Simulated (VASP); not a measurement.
# Ca3ZnSe4: single point with LDA

The system is Ca3ZnSe4.

```
CELL_PARAMETERS angstrom
6.29558 0.00000 0.00000
0.00000 6.29558 0.00000
0.00000 0.00000 6.29558
ATOMIC_POSITIONS crystal
Se 0.23009 0.23009 0.23009
Se 0.23009 0.76991 0.76991
Se 0.76991 0.76991 0.23009
Se 0.76991 0.23009 0.76991
Zn 0.00000 0.00000 0.00000
Ca 0.50000 0.00000 0.50000
Ca 0.00000 0.50000 0.50000
Ca 0.50000 0.50000 0.00000
```

The cell comes from a database or a generator and needn't be the stable form of this composition.

The cell isn't the ideal one: volume scaled by 0.96.

```json
{
  "Program": "VASP 6.6.1",
  "Task": "single point",
  "Functional": "LDA",
  "Potentials or basis": "VASP PAW LDA potentials, release 64 (Se, Zn, Ca_sv)",
  "Cutoff": "520 eV",
  "k mesh": "4 × 4 × 4",
  "Occupations": "fermi-dirac, width 0.02 eV",
  "Spin": "no spin polarisation",
  "Further INCAR settings": "ALGO = Normal; EDIFF = 1e-05; NBANDS = 37"
}
```

- Pressure: -1.6 GPa
- Largest force: 0.155 eV/Å
- Band gap on the k mesh: 1.91 eV, indirect (least direct gap 1.99 eV)

Forces on the atoms (eV/Å):
```
Se  -0.089 -0.089 -0.089
Se  -0.089  0.089  0.089
Se   0.089  0.089 -0.089
Se   0.089 -0.089  0.089
Zn   0.000  0.000  0.000
Ca   0.000  0.000  0.000
Ca   0.000  0.000  0.000
Ca   0.000  0.000  0.000
```

Levels at points of the mesh, in eV from the valence-band top:
| k point | band 31 | band 32 | band 33 | band 34 | band 35 | band 36 |
| --- | --- | --- | --- | --- | --- | --- |
| (0.00, 0.00, 0.00) | -0.09 | -0.09 | -0.09 | 1.91 | 3.31 | 3.31 |
| (0.50, 0.00, 0.00) | -0.21 | 0.00 | 0.00 | 3.67 | 3.68 | 3.68 |
| (0.50, 0.50, 0.00) | -0.14 | -0.14 | -0.04 | 3.67 | 4.05 | 4.27 |
| (0.50, 0.50, 0.50) | -0.10 | -0.10 | -0.10 | 2.67 | 4.67 | 4.67 |

It took 51 s on 1 thread of AMD EPYC 9R45 96-Core Processor (Zen 5), on a shared host, peak memory 0.27 GiB.

A k mesh can miss the band edges.
